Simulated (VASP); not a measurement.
# NbSi2: structure and properties in VASP, part 3 of 4

Aim: relax NbSi2, then compute properties on the relaxed cell. The start is a cell from a database of measured crystal structures.

VASP 6.6.1; PBE with D3(BJ); plane waves and PAW (Nb_sv, Si).

Still holding for the runs below: This run has no spin polarisation. Its electron count is odd, so without a moment it is a metal by construction.

So far. Step 3 (Second relaxation): It ends with a largest force of 0.001 eV/Å and a pressure of -0.07 GPa. The volume moved by under 0.01 %: the run met its threshold at the first step. Step 4 (Density, ELF and potential (PBE + D3(BJ))): In this run the pressure is -0.07 GPa, small enough to go on. The relaxed cell has a = 4.752, c = 6.533 Å (conventional setting).

**5. Bands along the symmetry lines (PBE + D3(BJ))**

Levels along the symmetry lines show where the bands peak and cross; KPOINTS_OPT computes them in the converged potential.

Contents of INCAR:

```
SYSTEM = NbSi2
PREC = Accurate
ENCUT = 400
EDIFF = 1E-06
NELM = 100
ISMEAR = -1
SIGMA = 0.05
LREAL = .FALSE.
ALGO = Normal
GGA = PE
IVDW = 12
NBANDS = 53
LORBIT = 11
LWAVE = .FALSE.
LCHARG = .FALSE.
KPAR = 4
```

Contents of POSCAR:

```
NbSi2
1.0
    4.7517321460      0.0000000000      0.0000000000
   -2.3758660730      4.1151207503      0.0000000000
    0.0000000000      0.0000000000      6.5331610463
Nb Si
3 6
Direct
    0.0000000000      0.5000000000      0.1666666667
    0.5000000000      0.5000000000      0.8333333333
    0.5000000000      0.0000000000      0.5000000000
    0.3182866522      0.1591433261      0.1666666667
    0.1591433261      0.8408566739      0.8333333333
    0.8408566739      0.6817133478      0.5000000000
    0.6817133478      0.8408566739      0.1666666667
    0.8408566739      0.1591433261      0.8333333333
    0.1591433261      0.3182866522      0.5000000000
```

Contents of KPOINTS:

```
Automatic mesh
0
Gamma
5 5 3
0 0 0
```

Contents of KPOINTS_OPT:

```
Line mode
12
Line-mode
Reciprocal
  0.00000000   0.00000000   0.00000000 GAMMA
  0.50000000   0.00000000   0.00000000 M

  0.50000000   0.00000000   0.00000000 M
  0.33333333   0.33333333   0.00000000 K

  0.33333333   0.33333333   0.00000000 K
  0.00000000   0.00000000   0.00000000 GAMMA

  0.00000000   0.00000000   0.00000000 GAMMA
  0.00000000   0.00000000   0.50000000 A

  0.00000000   0.00000000   0.50000000 A
  0.50000000   0.00000000   0.50000000 L

  0.50000000   0.00000000   0.50000000 L
  0.33333333   0.33333333   0.50000000 H

  0.33333333   0.33333333   0.50000000 H
  0.00000000   0.00000000   0.50000000 A

  0.50000000   0.00000000   0.50000000 L
  0.50000000   0.00000000   0.00000000 M

  0.33333333   0.33333333   0.00000000 K
  0.33333333   0.33333333   0.50000000 H
```

PAW data sets: Nb_sv and Si (PBE family, release 64).

Started as:

```sh
$ mpirun -np 4 vasp_std
```

What it wrote:

```text
[... set-up lines as in an earlier step ...]
 entering main loop
       N       E                     dE             d eps       ncg     rms          rms(c)
DAV:   1     0.442635937097E+03    0.44264E+03   -0.26217E+04  1068   0.937E+02
DAV:   2    -0.317406012682E+02   -0.47438E+03   -0.44760E+03  1318   0.349E+02
DAV:   3    -0.676908500814E+02   -0.35950E+02   -0.35066E+02  1792   0.703E+01
DAV:   4    -0.704129732899E+02   -0.27221E+01   -0.27020E+01  1712   0.179E+01
DAV:   5    -0.704857357847E+02   -0.72762E-01   -0.72722E-01  1659   0.315E+00    0.179E+01
DAV:   6    -0.682230721876E+02    0.22627E+01   -0.58422E+00  1592   0.136E+01    0.655E+00
DAV:   7    -0.681135759273E+02    0.10950E+00   -0.84812E-01  1408   0.344E+00    0.374E+00
DAV:   8    -0.680845869191E+02    0.28989E-01   -0.11508E-01  1728   0.146E+00    0.795E-01
DAV:   9    -0.680845500583E+02    0.36861E-04   -0.11409E-02  1616   0.497E-01    0.406E-01
DAV:  10    -0.680845953309E+02   -0.45273E-04   -0.25287E-03  1416   0.297E-01    0.585E-02
DAV:  11    -0.680845708934E+02    0.24437E-04   -0.15468E-04  1696   0.646E-02    0.231E-02
DAV:  12    -0.680845658470E+02    0.50464E-05   -0.15992E-05  1560   0.262E-02    0.133E-02
DAV:  13    -0.680845640649E+02    0.17821E-05   -0.85065E-07   880   0.651E-03    0.339E-03
DAV:  14    -0.680845640289E+02    0.35991E-07   -0.34806E-07   704   0.313E-03
   1 F= -.73359905E+02 E0= -.73344049E+02  d E =-.317115E-01
 Start KPOINTS_OPT (optional k-point list driver)
k-point batch [1-10\108]
       N       E                     dE             ncg
DAV:   1     0.190666171669E+04   -0.39356E+04     1076
DAV:   2    -0.284806281541E+04   -0.47547E+04     1350
DAV:   3    -0.320085701731E+04   -0.35279E+03     1776
DAV:   4    -0.322620906430E+04   -0.25352E+02     1728
DAV:   5    -0.322689251661E+04   -0.68345E+00     1640
DAV:   6    -0.322690153638E+04   -0.90198E-02     1616
DAV:   7    -0.322690189124E+04   -0.35486E-03     1656
DAV:   8    -0.322690190006E+04   -0.88188E-05     1504
DAV:   9    -0.322690190047E+04   -0.40947E-06     1000
[...]
k-point batch [101-108\108]
       N       E                     dE             ncg
DAV:   1     0.472620749131E+04   -0.10869E+05      864
DAV:   2     0.853758142139E+03   -0.38724E+04     1028
DAV:   3     0.540543768798E+03   -0.31321E+03     1416
DAV:   4     0.520410702496E+03   -0.20133E+02     1328
DAV:   5     0.519666685277E+03   -0.74402E+00     1280
DAV:   6     0.519645484098E+03   -0.21201E-01     1312
DAV:   7     0.519644781007E+03   -0.70309E-03     1267
DAV:   8     0.519644746626E+03   -0.34381E-04     1224
DAV:   9     0.519644745120E+03   -0.15054E-05      870
DAV:  10     0.519644745024E+03   -0.96885E-07      752
```

The job ended after 71 s (4 MPI ranks of Intel Xeon Platinum 8488C (Sapphire Rapids), shared host; peak memory 1.1 GiB; 4.6 min of CPU time).

From OUTCAR (step 5):

```text
   k-points           NKPTS =     10   k-points in BZ     NKDIM =     10   number of bands    NBANDS=     53

   NELECT =      63.0000    total number of electrons

 E-fermi :  11.7926

 k-point     1 :       0.0000    0.0000    0.0000
  band No.  band energies     occupation
    ...
     28       9.5681      2.00000
     29       9.6536      2.00000
     30       9.8254      2.00000
     31       9.8254      2.00000
     32      10.7931      2.00000
     33      12.6011      0.00000
     34      15.1196      0.00000
     35      15.2719      0.00000
     36      15.2820      0.00000
     37      15.2820      0.00000
    ...

 Edisp (eV)   -5.27534

  Total      -0.05886    -0.05886    -0.01607     0.00000     0.00000     0.00000
  in kB      -0.73814    -0.73814    -0.20160     0.00000     0.00000     0.00000
  external pressure =       -0.56 kB  Pullay stress =        0.00 kB

 POSITION                                       TOTAL-FORCE (eV/Angst)
 -----------------------------------------------------------------------------------
     -1.18793      2.05756      1.08886         0.000000      0.000000      0.000000
      1.18793      2.05756      5.44430         0.000000     -0.000000      0.000000
      2.37587      0.00000      3.26658         0.000000     -0.000000     -0.000000
      1.13431      0.65489      1.08886         0.001105      0.000638     -0.000000
     -1.24156      3.46023      5.44430         0.001105     -0.000638     -0.000000
      2.37587      2.80533      3.26658         0.000000     -0.001276     -0.000000
      1.24156      3.46023      1.08886        -0.001105     -0.000638     -0.000000
      3.61742      0.65489      5.44430        -0.001105      0.000638     -0.000000
      0.00000      1.30979      3.26658         0.000000      0.001276     -0.000000
 -----------------------------------------------------------------------------------
    total drift:                                0.000000     -0.000000     -0.000001

  FREE ENERGIE OF THE ION-ELECTRON SYSTEM (eV)
  ---------------------------------------------------
  free  energy   TOTEN  =       -73.3599050635 eV

  energy  without entropy=      -73.3281936116  energy(sigma->0) =      -73.34404934

[... 8 parts as in an earlier step ...]

[... 8 further parts left out ...]
```

Spin-orbit coupling is off here; it would split degenerate levels.

This step gave:

```yaml
bands: 53
pressure: -0.05593 GPa
```

Electronic bands along the path, in eV, zero at the Fermi level; # counts the bands kept, so #1 is VASP's band 15:

| point | #15 | #16 | #17 | #18 | #19 | #20 | #21 | #22 |
| --- | --- | --- | --- | --- | --- | --- | --- | --- |
| Γ | -2.14 | -1.97 | -1.97 | -1.00 | 0.81 | 3.33 | 3.48 | 3.49 |
| 0.45 of the way | -1.73 | -1.72 | -1.39 | -1.29 | 0.45 | 1.99 | 2.21 | 2.68 |
| M | -1.04 | -0.73 | -0.12 | 0.05 | 0.81 | 1.28 | 1.64 | 2.09 |
| 0.55 of the way | -1.31 | -1.13 | 0.06 | 0.24 | 0.64 | 1.63 | 2.03 | 2.14 |
| K | -1.62 | -1.58 | 0.35 | 0.35 | 0.48 | 2.17 | 2.17 | 2.22 |
| 0.45 of the way | -1.63 | -1.23 | -1.00 | -0.62 | 0.20 | 1.34 | 2.37 | 2.47 |
| Γ | -2.14 | -1.97 | -1.97 | -1.00 | 0.81 | 3.33 | 3.48 | 3.49 |
| 0.45 of the way | -1.77 | -1.74 | -1.09 | -1.06 | 1.24 | 3.04 | 3.15 | 3.50 |
| A | -1.50 | -1.36 | -1.36 | 1.00 | 1.00 | 2.92 | 2.92 | 3.41 |
| 0.55 of the way | -1.84 | -1.67 | -1.65 | 0.37 | 0.82 | 1.62 | 1.96 | 2.19 |
| L | -1.85 | -1.66 | -0.63 | -0.23 | 1.50 | 1.91 | 2.42 | 2.51 |
| 0.55 of the way | -1.31 | -0.52 | -0.41 | -0.32 | 1.20 | 1.96 | 2.22 | 2.43 |
| H | -0.73 | -0.73 | -0.15 | -0.15 | 0.85 | 2.12 | 2.21 | 2.21 |
| 0.45 of the way | -1.80 | -1.46 | -1.43 | 0.24 | 1.19 | 1.60 | 1.77 | 2.06 |
| A | -1.50 | -1.36 | -1.36 | 1.00 | 1.00 | 2.92 | 2.92 | 3.41 |
| jump to L | -1.85 | -1.66 | -0.63 | -0.23 | 1.50 | 1.91 | 2.42 | 2.51 |
| 0.45 of the way | -1.16 | -1.02 | -0.71 | -0.13 | 1.20 | 1.70 | 1.96 | 2.15 |
| M | -1.04 | -0.73 | -0.12 | 0.05 | 0.81 | 1.28 | 1.64 | 2.09 |
| jump to K | -1.62 | -1.58 | 0.35 | 0.35 | 0.48 | 2.17 | 2.17 | 2.22 |
| 0.55 of the way | -1.12 | -1.10 | 0.10 | 0.18 | 0.73 | 1.89 | 2.18 | 2.50 |
| H | -0.73 | -0.73 | -0.15 | -0.15 | 0.85 | 2.12 | 2.21 | 2.21 |

Of the projections kept (Nb, Si), the largest for each band there; the rest of the weight can lie on other orbitals:

| point | #15 | #16 | #17 | #18 | #19 | #20 | #21 | #22 |
| --- | --- | --- | --- | --- | --- | --- | --- | --- |
| Γ | Si 0.75 | Nb 0.85 | Nb 0.85 | Nb 0.57 | Nb 1.00 | Nb 0.80 | Nb 0.50 | Nb 0.81 |
| M | Nb 0.84 | Nb 0.89 | Nb 0.95 | Nb 0.70 | Nb 0.95 | Nb 0.59 | Nb 0.52 | Si 0.62 |
| K | Nb 0.71 | Nb 0.65 | Nb 0.89 | Nb 0.89 | Nb 0.94 | Nb 0.74 | Nb 0.74 | Nb 0.94 |
| Γ | Si 0.75 | Nb 0.85 | Nb 0.85 | Nb 0.57 | Nb 1.00 | Nb 0.80 | Nb 0.50 | Nb 0.81 |
| A | Si 0.68 | Nb 0.51 | Nb 0.51 | Nb 0.90 | Nb 0.90 | Si 0.78 | Si 0.78 | Nb 0.89 |
| L | Nb 0.72 | Si 0.57 | Nb 0.83 | Nb 0.79 | Nb 0.90 | Nb 0.86 | Nb 0.77 | Nb 0.71 |

There is no gap at this level.

**6. Density of states (PBE + D3(BJ))**

A density of states needs more k-points than a total energy; ISMEAR = -5 takes tetrahedra, and LORBIT projects the states on the PAW spheres. The mesh is finer than in the run before.

INCAR, as its differences from that of step 5:

```diff
@@ -5,3 +5,3 @@
 NELM = 100
-ISMEAR = -1
+ISMEAR = -5
 SIGMA = 0.05
@@ -16 +16,2 @@
 KPAR = 4
+NEDOS = 2001
```

POSCAR is that of step 5.

Contents of KPOINTS:

```
Automatic mesh
0
Gamma
7 7 5
0 0 0
```

Started as:

```sh
$ mpirun -np 4 vasp_std
```

What it wrote:

```text
[... set-up lines as in an earlier step ...]
 entering main loop
       N       E                     dE             d eps       ncg     rms          rms(c)
DAV:   1     0.437468587060E+03    0.43747E+03   -0.26121E+04  2560   0.937E+02
DAV:   2    -0.328315219509E+02   -0.47030E+03   -0.44447E+03  3151   0.347E+02
DAV:   3    -0.678549107051E+02   -0.35023E+02   -0.34252E+02  4320   0.693E+01
DAV:   4    -0.704922713414E+02   -0.26374E+01   -0.26183E+01  4056   0.172E+01
DAV:   5    -0.705571041941E+02   -0.64833E-01   -0.64869E-01  4027   0.310E+00    0.180E+01
DAV:   6    -0.682624872640E+02    0.22946E+01   -0.58428E+00  3792   0.137E+01    0.653E+00
DAV:   7    -0.681559770244E+02    0.10651E+00   -0.86069E-01  3400   0.345E+00    0.375E+00
DAV:   8    -0.681273446948E+02    0.28632E-01   -0.11723E-01  4208   0.149E+00    0.791E-01
DAV:   9    -0.681273434892E+02    0.12057E-05   -0.11583E-02  3840   0.490E-01    0.414E-01
DAV:  10    -0.681273810030E+02   -0.37514E-04   -0.26087E-03  3392   0.305E-01    0.691E-02
DAV:  11    -0.681273461402E+02    0.34863E-04   -0.16447E-04  4024   0.706E-02    0.241E-02
DAV:  12    -0.681273438042E+02    0.23359E-05   -0.17145E-05  3856   0.250E-02    0.142E-02
DAV:  13    -0.681273421802E+02    0.16241E-05   -0.93209E-07  2112   0.657E-03    0.315E-03
DAV:  14    -0.681273420065E+02    0.17363E-06   -0.33110E-07  1760   0.362E-03
   1 F= -.73402683E+02 E0= -.73402683E+02  d E =0.000000E+00
 -----------------------------------------------------------------------------
|                                                                             |
|           W    W    AA    RRRRR   N    N  II  N    N   GGGG   !!!           |
|           W    W   A  A   R    R  NN   N  II  NN   N  G    G  !!!           |
|           W    W  A    A  R    R  N N  N  II  N N  N  G       !!!           |
|           W WW W  AAAAAA  RRRRR   N  N N  II  N  N N  G  GGG   !            |
|           WW  WW  A    A  R   R   N   NN  II  N   NN  G    G                |
|           W    W  A    A  R    R  N    N  II  N    N   GGGG   !!!           |
|                                                                             |
|     Tetrahedron method does not include variations of the Fermi             |
|     occupations, so forces and stress will be inaccurate. We suggest        |
|     using a different smearing scheme ISMEAR = 1 or 2 for metals in         |
|     relaxations.                                                            |
|                                                                             |
 -----------------------------------------------------------------------------
```

The job ended after 21 s (4 MPI ranks; peak memory 1 GiB).

Parts of OUTCAR (step 6):

```text
   k-points           NKPTS =     24   k-points in BZ     NKDIM =     24   number of bands    NBANDS=     53

   NELECT =      63.0000    total number of electrons

 E-fermi :  11.7832

 k-point     1 :       0.0000    0.0000    0.0000
  band No.  band energies     occupation
    ...
     28       9.5667      2.00000
     29       9.6569      2.00000
     30       9.8229      2.00000
     31       9.8229      2.00000
     32      10.7910      2.00000
     33      12.6003      0.00000
     34      15.1163      0.00000
     35      15.2705      0.00000
     36      15.2782      0.00000
     37      15.2782      0.00000
    ...

 Edisp (eV)   -5.27534

  Total      -0.43319    -0.43319     0.49407     0.00000     0.00000     0.00000
  in kB      -5.43295    -5.43295     6.19643     0.00000     0.00000     0.00000
  external pressure =       -1.56 kB  Pullay stress =        0.00 kB

 POSITION                                       TOTAL-FORCE (eV/Angst)
 -----------------------------------------------------------------------------------
     -1.18793      2.05756      1.08886        -0.000000     -0.000000     -0.000000
      1.18793      2.05756      5.44430        -0.000000      0.000000     -0.000000
      2.37587      0.00000      3.26658        -0.000000      0.000000      0.000000
      1.13431      0.65489      1.08886         0.016777      0.009686      0.000000
     -1.24156      3.46023      5.44430         0.016777     -0.009686      0.000000
      2.37587      2.80533      3.26658        -0.000000     -0.019372      0.000000
      1.24156      3.46023      1.08886        -0.016777     -0.009686     -0.000000
      3.61742      0.65489      5.44430        -0.016777      0.009686      0.000000
      0.00000      1.30979      3.26658        -0.000000      0.019372      0.000000
 -----------------------------------------------------------------------------------
    total drift:                                0.000000     -0.000000     -0.000001

  FREE ENERGIE OF THE ION-ELECTRON SYSTEM (eV)
  ---------------------------------------------------
  free  energy   TOTEN  =       -73.4026830412 eV

  energy  without entropy=      -73.4026830412  energy(sigma->0) =      -73.40268304

[... 7 parts as in an earlier step ...]

[... 9 further parts left out ...]
```

With tetrahedra the forces and stress of a metal are not exact derivatives of the energy.

This step gave:

```yaml
irreducible_k_points: 24
free_energy_toten: -73.4027 eV
fermi_energy: 11.78 eV
pressure: -0.1556 GPa
dos_at_the_fermi_level: 3.556 states/eV/cell
```

The density of states has structure finer than the step of the table below, so its rows give means over 0.5 eV, whole bins alone (the curve runs from -12.0 to 2.93 eV). Peaks (eV: height): total -2.63: 13.0, -2.38: 13.8, -2.17: 14.3, -2.00: 14.9; Nb d -2.38: 4.10, -2.17: 4.47, -2.00: 4.91, 2.75: 4.15; Si p -5.49: 2.81, -2.38: 2.38, -2.17: 2.33, -2.00: 2.38; Si s -10.04: 1.08, -9.51: 1.08, -8.57: 1.22, -7.31: 1.22.

States under -12.0 eV and over 2.9 eV are left out. Table of density of states by energy, zero at the Fermi level; means over each step; values in states/eV/cell:

| energy (eV) | total | Nb d | Si p | Si s |
| --- | --- | --- | --- | --- |
| -11.5 | 1.27 | 0.00847 | 0.0353 | 0.449 |
| -11.0 | 1.77 | 0.0189 | 0.0623 | 0.621 |
| -10.5 | 1.15 | 0.0201 | 0.0524 | 0.390 |
| -10.0 | 2.07 | 0.0517 | 0.103 | 0.687 |
| -9.5 | 2.11 | 0.0783 | 0.117 | 0.692 |
| -9.0 | 1.73 | 0.0870 | 0.117 | 0.537 |
| -8.5 | 2.98 | 0.184 | 0.225 | 0.882 |
| -8.0 | 1.43 | 0.106 | 0.110 | 0.419 |
| -7.5 | 2.69 | 0.193 | 0.211 | 0.794 |
| -7.0 | 1.63 | 0.129 | 0.136 | 0.452 |
| -6.5 | 2.78 | 0.236 | 0.236 | 0.750 |
| -6.0 | 1.24 | 0.127 | 0.162 | 0.228 |
| -5.5 | 4.47 | 0.509 | 0.937 | 0.258 |
| -5.0 | 2.59 | 0.318 | 0.548 | 0.129 |
| -4.5 | 3.19 | 0.442 | 0.644 | 0.182 |
| -4.0 | 3.30 | 0.525 | 0.638 | 0.176 |
| -3.5 | 3.40 | 0.661 | 0.617 | 0.184 |
| -3.0 | 4.79 | 1.04 | 0.846 | 0.258 |
| -2.5 | 7.58 | 2.14 | 1.29 | 0.185 |
| -2.0 | 11.7 | 3.65 | 1.92 | 0.127 |
| -1.5 | 6.03 | 2.11 | 0.867 | 0.0916 |
| -1.0 | 3.31 | 1.38 | 0.392 | 0.0565 |
| -0.5 | 1.95 | 0.933 | 0.187 | 0.0345 |
| 0.0 | 3.13 | 1.57 | 0.295 | 0.0427 |
| 0.5 | 2.32 | 1.26 | 0.147 | 0.0425 |
| 1.0 | 2.18 | 1.23 | 0.117 | 0.0647 |
| 1.5 | 2.62 | 0.931 | 0.374 | 0.265 |
| 2.0 | 5.76 | 2.38 | 0.738 | 0.394 |
| 2.5 | 5.66 | 2.50 | 0.613 | 0.331 |

The finer mesh and the other smearing move the Fermi level by -0.01 eV from the 5×5×3 run, a small shift, which tests the Fermi level alone. Of the states within 0.3 eV of the Fermi level, the largest shares in the PAW spheres are Nb d 50 % and Si p 9 %. The rest lies in smaller channels or between the spheres.

[end of part 3 of 4]

[Lines on the potential files, build, host, timing and source positions are cut from VASP's logs without a mark.]

[Logs are printed without paths, hosts, clocks, repeated set-up lines and the standing remarks that a program may print on its own settings, such as how far it seeks lower states.]

[Hosts, paths, dates, database ids (printed as entryN), source tags and the programs' standing remarks are cut or masked in the printed files.]

[A measured line is paired with the nearest computed mode of its activity, which favours agreement.]
